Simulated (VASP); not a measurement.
All values below come from PBEsol GGA, VASP's PBE PAW potentials (set 64) (plane waves; VASP 6.6.1).

VASP input:

File KPOINTS:
```
Regular mesh
0
Gamma
 11 11 11
0 0 0
```

File POSCAR:
```
ScB
1.0
  2.9349849041   0.0000000000   0.0000000000
  0.0000000000   2.9349849041   0.0000000000
  0.0000000000   0.0000000000   2.9349849041
Sc B
1 1
Cart
  0.0000000000   0.0000000000   0.0000000000
  1.4674924520   1.4674924520   1.4674924520
```

INCAR:
```
! general
SYSTEM =ScB
PREC   =Accurate
ENCUT  =520
LREAL  =.FALSE.   ! projection in real space or not
LASPH  =.TRUE.   ! aspherical one-centre terms

! electronic loop
EDIFF  =1E-6
NELM   =100
ALGO   =Normal
LMAXMIX=4

! smearing
ISMEAR =1
SIGMA  =0.1   ! width (eV)

! functional
GGA    =PS

! ions
IBRION =2   ! conjugate gradients
NSW    =60   ! most ionic steps
ISIF   =3   ! ions, shape and volume
EDIFFG =-0.01   ! ionic stop

! output
LWAVE  =.FALSE.
LCHARG =.FALSE.
```

POTCAR, in this order: Sc_sv B (PBE.64 set). Program: vasp_std.

Problem. Predict the energy per atom (σ→0), volume per atom, band gap (on the k-mesh).

Solution. 
```
Property                                                     Value
------------------------  ----------------------------------------
energy per atom (σ→0)                               -6.847 eV/atom
band gap (on the k-mesh)  none (metal, semimetal or under 0.01 eV)
volume per atom                                      12.67 Å³/atom
```

**OSZICAR**
```
...
   2 F= -.13693900E+02 E0= -.13693982E+02  d E =-.251784E-04
       N       E                     dE             d eps       ncg     rms          rms(c)
DAV:   1    -0.136941829741E+02   -0.28251E-03   -0.77822E-03  1285   0.156E+00    0.135E-01
DAV:   2    -0.136939472084E+02    0.23577E-03   -0.74992E-04  1855   0.485E-01    0.316E-02
DAV:   3    -0.136939265516E+02    0.20657E-04   -0.26647E-05  1838   0.670E-02    0.148E-02
DAV:   4    -0.136939223899E+02    0.41616E-05   -0.13501E-05  1826   0.471E-02    0.742E-03
DAV:   5    -0.136939229351E+02   -0.54513E-06   -0.24718E-07   634   0.699E-03
   3 F= -.13693923E+02 E0= -.13693992E+02  d E =-.476779E-04
```

The structure was generated: ScB was put into the CsCl type type (Pm-3m), which need not be its known phase. This run relaxes it. Symmetry was kept, so distortions that lower it aren't found. The start is the result of an earlier pass.
